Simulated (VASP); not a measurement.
Data:

```xyz
3
Lattice="0.0000 2.6987 2.6987 2.6987 0.0000 2.6987 2.6987 2.6987 0.0000" Properties=species:S:1:pos:R:3 pbc="T T T"
Ce     0.0000     0.0000     0.0000
O      1.3493     1.3493     1.3493
O      4.0480     4.0480     4.0480
```

All values below come from SCAN meta-GGA, VASP's PBE PAW potentials (set 64) (plane waves; VASP). Settings: 520 eV cut-off, 7×7×7 Γ-centred mesh, Gaussian smearing of 0.050 eV, potentials Ce O.

The ions, cell shape and volume are relaxed. What does this cell relax into?

```xyz
3
Lattice="0.0000 2.7103 2.7103 2.7103 0.0000 2.7103 2.7103 2.7103 0.0000" Properties=species:S:1:pos:R:3 pbc="T T T"
Ce     0.0000     0.0000     0.0000
O      1.3551     1.3551     1.3551
O      4.0654     4.0654     4.0654
```
Space group Fm-3m (225), at a tolerance of 0.03 Å.

How do energy and volume change from the first to the last step?

The energy (σ→0) changes by -1.4 meV/atom and the volume by +1.3 %, in 3 ionic steps.

```csv
step,E(σ→0) (eV),max force (eV/Å),pressure (GPa),volume (Å³)
1,-68.4596,0.000,2.77,39.31
2,-68.4543,0.000,-3.72,40.61
3,-68.4638,0.000,0.05,39.82
```

The compound is CeO2 in the fluorite structure. This run relaxes it. Symmetry was kept, so distortions that lower it aren't found. The run is not spin-polarised, so no magnetic state was tried.
